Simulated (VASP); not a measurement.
Consider the following.

```
Y
1.0
    1.84401    -3.19392     0.00000
    1.84401     3.19392     0.00000
    0.00000     0.00000     5.70132
Y
2
Cartesian
  1.84401   1.06464   1.42533
  1.84401  -1.06464   4.27599
```

Level of theory: revPBE GGA, VASP's PBE PAW potentials (set 64) (plane waves; VASP). Run with 520 eV cut-off, 13×13×7 Γ-centred mesh, tetrahedra with Blöchl corrections, potentials Y_sv.

### Question
What does the run give for the energy per atom (σ→0), band gap (on the k-mesh) with the smallest direct gap where there is one?

### Answer

```yaml
band gap (on the k-mesh): none (metal, semimetal or under 0.01 eV)
energy per atom (σ→0): -6.170 eV/atom
```

Only differences to runs with the same potentials and settings are physical.

The compound is Y in the hcp structure. It was relaxed first.
